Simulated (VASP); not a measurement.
These are PBE GGA, VASP's PBE PAW potentials (set 64) (plane waves; VASP 6.6.1) values and carry that method's errors.

The input files of a VASP run:

**INCAR**
```
SYSTEM  =  CuAu
PREC  =  Accurate
GGA  =  PE   # PBE
LWAVE  =  .FALSE.
NELM  =  100
LREAL  =  .FALSE.   # projection in real space or not
ISIF  =  2
SIGMA  =  0.1   # width (eV)
ENCUT  =  400   # plane-wave cut-off (eV)
LASPH  =  .TRUE.   # aspherical one-centre terms
ISMEAR  =  1   # Methfessel-Paxton
ALGO  =  Conjugate
LCHARG  =  .FALSE.
EDIFF  =  1E-6   # SCF stop (eV)
LMAXMIX  =  6   # l cut-off of mixed one-centre charges
```

**KPOINTS**
```
Automatic
0
gamma
12 11 9
```

File POSCAR:
```
CuAu
1
    2.7374660000     0.0000000000     0.0000000000
    0.0000000000     2.8607460000     0.0000000000
    0.0000000000     0.0000000000     3.6087280000
Cu Au
1 1
Direct
  0.0000000000   0.0000000000   0.0000000000
  0.5128910000   0.5000000000   0.5000000000
```

POTCAR, in this order: Cu Au (PBE.64 set). Program: vasp_std.

What VASP printed:

### OSZICAR
```
       N       E                     dE             d eps       ncg     rms           ort
DAV:   1     0.115166111847E+03    0.11517E+03   -0.10009E+04  3150   0.188E+03
DAV:   2    -0.427349712729E+01   -0.11944E+03   -0.11378E+03  3150   0.302E+02
DAV:   3    -0.795348698828E+01   -0.36800E+01   -0.36440E+01  3150   0.634E+01
DAV:   4    -0.799063487682E+01   -0.37148E-01   -0.37142E-01  3150   0.542E+00
DAV:   5    -0.799182931386E+01   -0.11944E-02   -0.11944E-02  3150   0.108E+00
SDA:   6    -0.458452926161E+01    0.34073E+01   -0.11944E-02  3150   0.290E+02   0.000E+00
CGA:   7    -0.643068481445E+01   -0.18462E+01   -0.19942E+01  3150   0.212E+01  -0.171E+01
CGA:   8    -0.685930979609E+01   -0.42862E+00   -0.42819E+00  3150   0.440E+00   0.885E-02
CGA:   9    -0.695102775078E+01   -0.91718E-01   -0.91239E-01  3150   0.202E+00   0.163E-01
CGA:  10    -0.697989465026E+01   -0.28867E-01   -0.28790E-01  3150   0.486E-01  -0.167E-03
CGA:  11    -0.699460264964E+01   -0.14708E-01   -0.14635E-01  3150   0.168E-01   0.640E-03
CGA:  12    -0.699703629907E+01   -0.24336E-02   -0.24337E-02  3150   0.565E-02   0.986E-05
CGA:  13    -0.699835823539E+01   -0.13219E-02   -0.13215E-02  3150   0.599E-03   0.866E-05
CGA:  14    -0.699844967216E+01   -0.91437E-04   -0.91404E-04  3150   0.220E-03  -0.448E-06
CGA:  15    -0.699850014490E+01   -0.50473E-04   -0.50449E-04  3150   0.573E-04   0.640E-06
CGA:  16    -0.699851506862E+01   -0.14924E-04   -0.15003E-04  3150   0.246E-04  -0.121E-05
CGA:  17    -0.699851854309E+01   -0.34745E-05   -0.34763E-05  3150   0.454E-05   0.363E-07
CGA:  18    -0.699852014842E+01   -0.16053E-05   -0.15496E-05  3150   0.171E-05   0.386E-06
CGA:  19    -0.699852060378E+01   -0.45536E-06   -0.44900E-06  3150   0.108E-05   0.202E-06
   1 F= -.69985206E+01 E0= -.69985416E+01  d E =0.628985E-04
```

File OUTCAR:
```
------------------------ aborting loop because EDIFF is reached ----------------------------------------
  FORCE on cell =-STRESS in cart. coord.  units (eV):
  Direction    XX          YY          ZZ          XY          YZ          ZX
  --------------------------------------------------------------------------------------
  Total        2.0714508      1.5498400      1.5911724      0.0000000      0.0000000      0.0000000
  in kB      117.4364798     87.8648708     90.2081223      0.0000000      0.0000000      0.0000000
  external PRESSURE =      98.5031576 kB  Pullay stress =       0.0000000 kB
  volume of cell :       28.26
      direct lattice vectors                 reciprocal lattice vectors
     2.737466000  0.000000000  0.000000000     0.365301341  0.000000000  0.000000000
     0.000000000  2.860746000  0.000000000     0.000000000  0.349559171  0.000000000
     0.000000000  0.000000000  3.608728000     0.000000000  0.000000000  0.277105950
 POSITION                                       TOTAL-FORCE (eV/Angst)
 -----------------------------------------------------------------------------------
      0.00000      0.00000      0.00000         0.140563      0.000000      0.000000
      1.40402      1.43037      1.80436        -0.140563      0.000000      0.000000
 -----------------------------------------------------------------------------------
    total drift:                               -0.000345      0.000000     -0.000000
  FREE ENERGIE OF THE ION-ELECTRON SYSTEM (eV)
  ---------------------------------------------------
  free  energy   TOTEN  =        -6.9985206038 eV

  energy  without entropy=       -6.9985835023  energy(sigma->0) =       -6.99854157
```
(Selected blocks of OUTCAR.)

OUTCAR:
```
 val. band max:        9.2408350521   @ k =   0.3333   0.2727   0.4444

 cond. band min:       9.2539729864   @ k =   0.5000   0.0000   0.2222


 Fermi energy:         9.2472371517

 k-point     1 :       0.0000    0.0000    0.0000
  band No.  band energies     occupation
      1      -0.8712      2.00000
      2       2.3024      2.00000
      3       2.5579      2.00000
      4       4.8045      2.00000
      5       5.1470      2.00000
      6       6.0561      2.00000
      7       6.2613      2.00000
      8       7.0129      2.00000
      9       7.4496      2.00000
     10       7.6587      2.00000
     11       7.7023      2.00000
     12      11.4897      0.00000
     13      17.7866      0.00000
     14      18.2852      0.00000
     15      19.9963      0.00000

 k-point     2 :       0.0833    0.0000    0.0000
  band No.  band energies     occupation
      1      -0.6956      2.00000
      2       2.4361      2.00000
      3       2.6217      2.00000
      4       4.8480      2.00000
      5       5.0322      2.00000
      6       5.9684      2.00000
      7       6.3036      2.00000
      8       6.9941      2.00000
      9       7.3609      2.00000
     10       7.4011      2.00000
     11       7.6643      2.00000
     12      11.9785      0.00000
     13      17.5919      0.00000
     14      18.5946      0.00000
     15      19.0584      0.00000

 k-point     3 :       0.1667    0.0000    0.0000
  band No.  band energies     occupation
      1      -0.1934      2.00000
      2       2.7303      2.00000
      3       2.8955      2.00000
      4       4.7090      2.00000
      5       4.9737      2.00000
      6       5.7206      2.00000
      7       6.4039      2.00000
      8       6.9227      2.00000
      9       6.9611      2.00000
     10       7.1534      2.00000
     11       7.5530      2.00000
     12      13.1442      0.00000
     13      16.1988      0.00000
     14      18.2814      0.00000
     15      19.4593      0.00000
...
```

The all-band solver leaves the empty bands unoptimised. Unless said otherwise, spin-orbit coupling is left out, though it shifts the bands of the heavy elements here.

The compound is CuAu in the L1_0 structure. The cell was not relaxed at this level, atoms are displaced from their ideal sites. The run is one of a series of settings (ALGO = Conjugate against the base run), some of them coarse on purpose.
